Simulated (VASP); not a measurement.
Input:

```
ZnS
1.0
    0.00000     2.48354     2.48354
    2.48354     0.00000     2.48354
    2.48354     2.48354     0.00000
Zn S
1 1
Cartesian
  0.00000   0.00000   0.00000
  1.24177   1.24177   1.24177
```

Method: PBEsol GGA, VASP's PBE PAW potentials (set 64) (plane waves; VASP). Settings: 500 eV cut-off, 9×9×9 Γ-centred mesh, Gaussian smearing of 0.050 eV, potentials Zn S.

### Question
Predict the energy per atom (σ→0), pressure.

### Answer

```yaml
energy per atom (σ→0): -3.494 eV/atom
pressure: 29.95 GPa
```

The absolute energy has meaning only against runs of the same code, potentials and settings.

The compound is ZnS in the zinc blende structure. It was relaxed first under an external pressure of 30 GPa.
